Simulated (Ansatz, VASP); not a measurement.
# Cross-check of BeH2 between VASP and Ansatz, part 2 of 2

Aim: how closely do two programs agree when they are given the same cell, functional and k mesh? The cell is generated by rule, not measured, and may not be a known phase. The cell is taken from a series of runs on this material, whose earlier steps may have relaxed, scaled, displaced or heated it; both programs get it as it stands.

VASP 6.6.1 and Ansatz 0.2.0.

So far: Starting point; VASP: relaxation of cell and atoms, PBEsol, pair 1; Ansatz: relaxation of cell and atoms, PBEsol, pair 1; Differences.

**5. VASP: relaxation of cell and atoms, PBEsol, pair 2**

Level of this step: PBEsol; plane waves and PAW (Be, H); invented cell (VASP).

The relaxed volume is the usual yardstick between codes: in a stiff, nearly cubic crystal its relative difference is about their pressure difference at one cell divided by the bulk modulus.

Contents of INCAR:

```
SYSTEM = BeH2
PREC = Accurate
ENCUT = 600
EDIFF = 1E-07
NELM = 120
ISMEAR = 0
SIGMA = 0.02
LREAL = .FALSE.
ALGO = Normal
GGA = PS
NBANDS = 10
LORBIT = 11
LWAVE = .FALSE.
LCHARG = .FALSE.
ISIF = 3
IBRION = 2
NSW = 80
EDIFFG = -0.005
LASPH = .TRUE.
GGA_COMPAT = .FALSE.
NELMIN = 4
EFERMI = MIDGAP
KPAR = 2
```

Contents of POSCAR:

```
BeH2
1.0
    3.8141560000      0.0000000000      0.0000000000
    0.0000000000      3.8141560000      0.0000000000
    0.0000000000      0.0000000000      2.3027280000
Be H
2 4
Direct
    0.0000000000      0.0000000000      0.0000000000
    0.5000000000      0.5000000000      0.5000000000
    0.3029912778      0.3029912778      0.0000000000
    0.6970087222      0.6970087222      0.0000000000
    0.8029912778      0.1970087222      0.5000000000
    0.1970087222      0.8029912778      0.5000000000
```

Contents of KPOINTS:

```
Automatic mesh
0
Gamma
6 6 8
0 0 0
```

The projector-augmented-wave data sets are Be and H (PBE family, release 64).

Command:

```console
$ mpirun -np 2 vasp_std
```

Numbers of over 12 decimals in the logs are rounded to 6 here.

The log of the run:

```text
[banner, memory and clock lines left out]
running    2 mpi-ranks, on    1 nodes
[...]
[... a notice as in an earlier step ...]

 LDA part: xc-table for (Slater+PW92), standard interpolation
 POSCAR, INCAR and KPOINTS ok, starting setup
[...]
entering main loop
       N       E                     dE             d eps       ncg     rms          rms(c)
DAV:   1     0.145962638218E+00    0.14596E+00   -0.39862E+03  1000   0.762E+02
DAV:   2    -0.206290515153E+02   -0.20775E+02   -0.19061E+02  1402   0.113E+02
DAV:   3    -0.213424767620E+02   -0.71343E+00   -0.71193E+00  1290   0.188E+01
DAV:   4    -0.213447086368E+02   -0.22319E-02   -0.22313E-02  1194   0.100E+00
[...]
DAV:  10    -0.207772101283E+02   -0.32739E-05   -0.16174E-05  1176   0.307E-02    0.478E-03
DAV:  11    -0.207772100063E+02    0.12194E-06   -0.84655E-07  1128   0.555E-03    0.108E-03
DAV:  12    -0.207772100165E+02   -0.10186E-07   -0.33581E-08   636   0.161E-03
   1 F= -.20777210E+02 E0= -.20777210E+02  d E =-.207772E+02
[...]
N       E                     dE             d eps       ncg     rms          rms(c)
DAV:   1    -0.207772504302E+02   -0.40424E-04   -0.51085E-04  1098   0.155E-01    0.103E-02
DAV:   2    -0.207772490688E+02    0.13614E-05   -0.87094E-06  1192   0.240E-02    0.604E-03
DAV:   3    -0.207772481824E+02    0.88641E-06   -0.18691E-06  1140   0.673E-03    0.430E-04
DAV:   4    -0.207772481991E+02   -0.16671E-07   -0.33470E-08   590   0.153E-03
   2 F= -.20777248E+02 E0= -.20777248E+02  d E =-.381825E-04
 trial-energy change:   -0.000038  1 .order   -0.000038   -0.000044   -0.000032
 step:   3.5797(harm=  3.5797)  dis= 0.00103  next Energy=   -20.777289 (dE=-0.792E-04)
[...]
N       E                     dE             d eps       ncg     rms          rms(c)
DAV:   1    -0.207773044481E+02   -0.56266E-04   -0.33965E-03  1080   0.399E-01    0.265E-02
DAV:   2    -0.207772953153E+02    0.91328E-05   -0.57859E-05  1170   0.619E-02    0.156E-02
DAV:   3    -0.207772891567E+02    0.61586E-05   -0.12434E-05  1142   0.174E-02    0.111E-03
DAV:   4    -0.207772892114E+02   -0.54741E-07   -0.22766E-07  1066   0.394E-03
   3 F= -.20777289E+02 E0= -.20777289E+02  d E =-.791949E-04
[...]
reached required accuracy - stopping structural energy minimisation
```

OUTCAR, selected parts (step 5):

```text
  Total       -0.0032769     -0.0032769      0.0083319      0.0000000      0.0000000      0.0000000
  in kB       -0.1570376     -0.1570376      0.3992911      0.0000000      0.0000000      0.0000000
  external PRESSURE =       0.0284053 kB  Pullay stress =       0.0000000 kB

 POSITION                                       TOTAL-FORCE (eV/Angst)
 -----------------------------------------------------------------------------------
      3.80951      0.00000      0.00000        -0.000000     -0.000000      0.000000
      1.90476      1.90476      1.15185        -0.000000     -0.000000      0.000000
      1.15322      1.15322      0.00000         0.001562      0.001562      0.000000
      2.65629      2.65629      0.00000        -0.001562     -0.001562      0.000000
      3.05798      0.75154      1.15185         0.001562     -0.001562      0.000000
      0.75154      3.05798      1.15185        -0.001562      0.001562      0.000000
 -----------------------------------------------------------------------------------
    total drift:                               -0.000000      0.000000     -0.000000

  FREE ENERGIE OF THE ION-ELECTRON SYSTEM (eV)
  ---------------------------------------------------
  free  energy   TOTEN  =       -20.7772892114 eV

  energy  without entropy=      -20.7772892114  energy(sigma->0) =      -20.77728921

[... 2 parts as in an earlier step ...]

[... 2 further parts left out ...]
[key lines of the parts left out:]
E-fermi :   3.5743
```

**6. Ansatz: relaxation of cell and atoms, PBEsol, pair 2**

The same cell, functional, mesh and smearing now go to Ansatz, which takes its cutoff from its data sets.

The cell is taken from a series of runs on this material, whose earlier steps may have relaxed, scaled, displaced or heated it; both programs get it as it stands.

Contents of input.yaml:

```yaml
crystal:
  lattice:
    - [3.8141560129, 0.0, 0.0]
    - [0.0, 3.8141560129, 0.0]
    - [0.0, 0.0, 2.302727915]
  atoms:
    - { symbol: Be, position: [0.0, 0.0, 0.0] }
    - { symbol: Be, position: [0.5, 0.5, 0.5] }
    - { symbol: H, position: [0.3029912523, 0.3029912523, 0.0] }
    - { symbol: H, position: [0.6970087477, 0.6970087477, 0.0] }
    - { symbol: H, position: [0.8029912523, 0.1970087477, 0.5] }
    - { symbol: H, position: [0.1970087477, 0.8029912523, 0.5] }
kpoints:
  mp_grid: { grid: [6, 6, 8] }
hamiltonian:
  xc: pbesol
scf:
  occupations: { method: gaussian, width: 0.02 }
output:
  forces: true
  stress: true
  eigenvalues: true
  write_density: true
  write_potential: true
  elf: true
  volumetric_format: npy
relax:
  adjacent_minimum: "off"
  f_tol: 0.005
  max_steps: 80
  cell: { stress_tol: 0.05 }
```

Command:

```console
$ ansatz run input.yaml --threads 8 --pin off --max-ram 14336MiB --backend cpu --events-out ev --progress --plain --runs-dir out
```

The log of the run:

```text
[...]
Crystal: 6 atoms, lattice volume = 33.500 Å³
Basis set: ecut = 420 eV, 655 PW (Γ), exchange–correlation on 54×54×32 points (8 copies of the dense FFT grid, shifted against one another)
Bands: 10, of which v1, the nominal top of the filled ones, is band 4 counted from 1 (3 counted from 0)
Symmetry: 16 space group operations
[...]
k-points: 50 of 288
[...]
cell:  # Å, volume = 33.3941 Å³
    - [3.808751, 0, 0.0]
    - [0, 3.808751, 0.0]
    - [0.0, 0.0, 2.301994]
  atoms:
    - { symbol: Be, position: [0, 0, 0.0] }
    - { symbol: Be, position: [0.500000, 0.500000, 0.5] }
    - { symbol: H, position: [0.302832, 0.302832, 0.0] }
    - { symbol: H, position: [0.697168, 0.697168, 0.0] }
    - { symbol: H, position: [0.802832, 0.197168, 0.5] }
    - { symbol: H, position: [0.197168, 0.802832, 0.5] }
[key lines of the parts left out:]
SCF converged after 4 iterations
Free energy (F): -242.886969 eV
Fermi energy:    4.391759 eV
P = ⅓ Tr σ = 0.0021 GPa (0.021 kbar)
```

**7. Comparison**

Compared:

| quantity | Ansatz | VASP | difference |
| --- | --- | --- | --- |
| volume (Å³) | 33.39 | 33.43 | -0.11 % |
| edge a after relaxation, in the typed setting (Å) | 3.809 | 3.809 | -0.02 % |
| edge c after relaxation, in the typed setting (Å) | 2.302 | 2.304 | -0.07 % |

**8. Ansatz: zone-centre phonons, PBEsol**

Second derivatives magnify differences that forces hide, and they need a tight electronic threshold.

The cell is taken from a series of runs on this material, whose earlier steps may have relaxed, scaled, displaced or heated it; both programs get it as it stands.

Contents of input.yaml:

```yaml
crystal:
  lattice:
    - [3.8085336284, 0.0, 0.0]
    - [0.0, 3.8085336284, 0.0]
    - [0.0, 0.0, 2.3022577686]
  atoms:
    - { symbol: Be, position: [0.0, 0.0, 0.0] }
    - { symbol: Be, position: [0.5, 0.5, 0.5] }
    - { symbol: H, position: [0.3028526151, 0.3028526151, 0.0] }
    - { symbol: H, position: [0.6971473849, 0.6971473849, 0.0] }
    - { symbol: H, position: [0.8028526151, 0.1971473849, 0.5] }
    - { symbol: H, position: [0.1971473849, 0.8028526151, 0.5] }
kpoints:
  mp_grid: { grid: [6, 6, 8] }
hamiltonian:
  xc: pbesol
scf:
  occupations: { method: fixed }
output:
  eigenvalues: true
phonons:
  method: dfpt
  qmesh: [2, 2, 4]
  temperatures: { t_max: 1000, t_step: 50 }
  qpath:
    path:
      - [[0.0, 0.0, 0.0], [0.0, 0.5, 0.0], [0.5, 0.5, 0.0], [0.0, 0.0, 0.0], [0.0, 0.0, 0.5], [0.0, 0.5, 0.5], [0.5, 0.5, 0.5], [0.0, 0.0, 0.5]]
      - [[0.0, 0.5, 0.0], [0.0, 0.5, 0.5]]
      - [[0.5, 0.5, 0.0], [0.5, 0.5, 0.5]]
    npoints: 10
  non_analytic_term:
    high_frequency_dielectric_tensor: [[6.4863, 0.0, 0.0], [0.0, 6.4863, 0.0], [0.0, 0.0, 6.3767]]
    born_effective_charges:
      - { species: Be, tensor: [[1.9575, 0.5636, 0.0], [0.5636, 1.9575, 0.0], [0.0, 0.0, 2.0492]] }
      - { species: Be, tensor: [[1.9575, -0.5636, 0.0], [-0.5636, 1.9575, 0.0], [0.0, 0.0, 2.0492]] }
      - { species: H, tensor: [[-0.9788, -0.4835, 0.0], [-0.4835, -0.9788, 0.0], [0.0, 0.0, -1.0246]] }
      - { species: H, tensor: [[-0.9788, -0.4835, 0.0], [-0.4835, -0.9788, 0.0], [0.0, 0.0, -1.0246]] }
      - { species: H, tensor: [[-0.9788, 0.4835, 0.0], [0.4835, -0.9788, 0.0], [0.0, 0.0, -1.0246]] }
      - { species: H, tensor: [[-0.9788, 0.4835, 0.0], [0.4835, -0.9788, 0.0], [0.0, 0.0, -1.0246]] }
    source: "zone-centre run at this cell"
```

The log of the run:

```text
[...]
largest difference from the sums on the solved wave vectors: F 2.08e-2 eV, S 3.80e-5 and C_V 1.53e-5 eV/K
  zero-point energy: 0.996219 eV/cell   skipped modes (ω ≤ 0): 3   left out of the sums: 2.33e-5 of the cell's modes: C_V's classical limit lies that fraction below 3 k_B per atom; for a crystal, a wire or a layer, F and S can be off by more, and a phonons.interpolated_qmesh denser along its periods is the remedy for the sampling
[key lines of the parts left out:]
SCF converged after 6 iterations
Free energy (F): -242.886970 eV
Fermi energy:    2.721694 eV
```

**9. VASP: zone-centre phonons, PBEsol**

The same cell, functional and mesh now go to VASP, with its own data sets.

Contents of INCAR:

```
SYSTEM = BeH2
PREC = Accurate
ENCUT = 600
EDIFF = 1E-08
NELM = 120
ISMEAR = 0
SIGMA = 0.01
LREAL = .FALSE.
ALGO = Normal
GGA = PS
NBANDS = 10
LORBIT = 11
LWAVE = .FALSE.
LCHARG = .FALSE.
ISIF = 2
IBRION = 8
LASPH = .TRUE.
GGA_COMPAT = .FALSE.
EFERMI = MIDGAP
KPAR = 2
```

Contents of POSCAR:

```
BeH2
1.0
    3.8085336284      0.0000000000      0.0000000000
    0.0000000000      3.8085336284      0.0000000000
    0.0000000000      0.0000000000      2.3022577686
Be H
2 4
Direct
    0.0000000000      0.0000000000      0.0000000000
    0.5000000000      0.5000000000      0.5000000000
    0.3028526151      0.3028526151      0.0000000000
    0.6971473849      0.6971473849      0.0000000000
    0.8028526151      0.1971473849      0.5000000000
    0.1971473849      0.8028526151      0.5000000000
```

KPOINTS is that of step 5.

Command:

```console
$ mpirun -np 2 vasp_std
```

The log of the run:

```text
[... set-up lines as in an earlier step ...]
 entering main loop
       N       E                     dE             d eps       ncg     rms          rms(c)
DAV:   1    -0.847932891420E+00   -0.84793E+00   -0.39893E+03  1000   0.749E+02
DAV:   2    -0.206864305881E+02   -0.19838E+02   -0.18632E+02  1420   0.112E+02
DAV:   3    -0.213430345493E+02   -0.65660E+00   -0.65408E+00  1332   0.186E+01
DAV:   4    -0.213448717618E+02   -0.18372E-02   -0.18370E-02  1238   0.893E-01
[...]
DAV:  11    -0.207772154203E+02    0.11147E-06   -0.81562E-07  1140   0.546E-03    0.107E-03
DAV:  12    -0.207772154308E+02   -0.10462E-07   -0.34019E-08  1160   0.160E-03    0.646E-05
DAV:  13    -0.207772154269E+02    0.38660E-08   -0.51366E-10   598   0.167E-04
   1 F= -.20777215E+02 E0= -.20777215E+02  d E =0.000000E+00
 Linear response reoptimize wavefunctions to high precision
DAV:   1    -0.207772154222E+02    0.47111E-08   -0.33783E-11   718   0.573E-05
DAV:   2    -0.207772154222E+02   -0.16428E-10   -0.20346E-12   580   0.143E-05
 Linear response DOF=           4
 Linear response progress:
[...]
RMM:  10    -0.187312994545E-01    0.10546E-07   -0.21075E-07  3542   0.249E-05    0.115E-06
RMM:  11    -0.187313002361E-01   -0.78164E-09   -0.21124E-07  3178   0.200E-05    0.168E-07
RMM:  12    -0.187313002912E-01   -0.55127E-10   -0.21603E-07  2161   0.185E-05    0.735E-08
 first order change of Fermi-energy   0.76613E+00
 force on displaced ion       3 direction 1 :  -4.776  -2.856   0.000
 Linear response progress:
  Degree of freedom:   4/  4
       N       E                     dE             d eps       ncg     rms          rms(c)
RMM:   1    -0.172894167113E-01   -0.17289E-01   -0.96870E-03  3347   0.615E-01
RMM:   2    -0.167942329933E-01    0.49518E-03    0.78689E-05  2896   0.839E-02    0.122E-01
RMM:   3    -0.172326154296E-01   -0.43838E-03   -0.98208E-06  2673   0.361E-02    0.706E-02
RMM:   4    -0.182492927471E-01   -0.10167E-02   -0.52510E-05  2633   0.494E-02    0.201E-03
[...]
RMM:   8    -0.182539395471E-01   -0.14365E-07    0.58524E-09  3164   0.369E-05    0.226E-06
RMM:   9    -0.182539242018E-01    0.15345E-07    0.31601E-09  2876   0.226E-05    0.544E-07
RMM:  10    -0.182539336190E-01   -0.94172E-08    0.38817E-09  2134   0.209E-05    0.705E-08
 first order change of Fermi-energy  -0.44716E-03
 force on displaced ion       3 direction 3 :  -0.000  -0.000  -4.760
 Linear response finished
```

Parts of OUTCAR (step 9):

```text
[... 1 part as in an earlier step ...]
```

**10. Side by side**

What differs besides the data sets and the points named for the pairs above, as far as they apply: VASP's run holds the zone centre alone. Total energies have different zeros and are not compared.

The two programs side by side:

| quantity | Ansatz | VASP | difference |
| --- | --- | --- | --- |
| optical mode 1 (cm⁻¹) | 244.9 | 248.1 | -1.29 % |
| optical mode 2 to 3 (cm⁻¹) | 396.0 | 403.7 | -1.90 % |
| optical mode 4 (cm⁻¹) | 427.1 | 426.6 | +0.13 % |
| optical mode 5 to 6 (cm⁻¹) | 685.6 | 688.6 | -0.44 % |
| optical mode 7 (cm⁻¹) | 911.9 | 914.6 | -0.30 % |
| optical mode 8 (cm⁻¹) | 970.9 | 984.4 | -1.36 % |
| optical mode 9 to 10 (cm⁻¹) | 1180.4 | 1189.6 | -0.77 % |
| optical mode 11 (cm⁻¹) | 1249.0 | 1261.5 | -0.99 % |
| optical mode 12 to 13 (cm⁻¹) | 1276.2 | 1290.1 | -1.08 % |
| optical mode 14 (cm⁻¹) | 1573.0 | 1583.7 | -0.68 % |
| optical mode 15 (cm⁻¹) | 1743.1 | 1751.6 | -0.49 % |

Modes are paired by rising frequency, not by their patterns, so a pair may set unlike modes beside each other; they are those without the splitting of longitudinal modes.

**11. Outcome**

```yaml
difference_in_volume_relaxation_of_cell_and_atoms_pbesol_pair_1: -0.066 %
difference_in_volume_relaxation_of_cell_and_atoms_pbesol_pair_2: -0.11 %
r_m_s_difference_of_the_optical_zone_centre_modes_each_program_s_sorted_by_frequency_zone_centre_phonons_pbesol: 9.1 cm⁻¹
difference_in_optical_mode_2_to_3_zone_centre_phonons_pbesol: -1.9 %
```

The difference in volume is -0.11 % (relaxation of cell and atoms, PBEsol, pair 2), within the 1.2 % picked in this series as the mark of a large difference, as far as the stopping tolerances let one tell. Among the rows given in per cent, the largest difference of the zone-centre phonons, PBEsol pair is in optical mode 2 to 3, -1.9 %. 1 further run of this series is not shown here. Such differences can come from data sets, numerical settings and the points named under the comparisons, not from the functional's error against experiment.

[Lines on the potential files, build, host, timing and source positions are cut from VASP's logs without a mark.]

[Logs are printed without paths, hosts, clocks, repeated set-up lines and the standing remarks that a program may print on its own settings, such as how far it seeks lower states.]

[Hosts, paths, dates, database ids (printed as entryN), source tags and the programs' standing remarks are cut or masked in the printed files.]
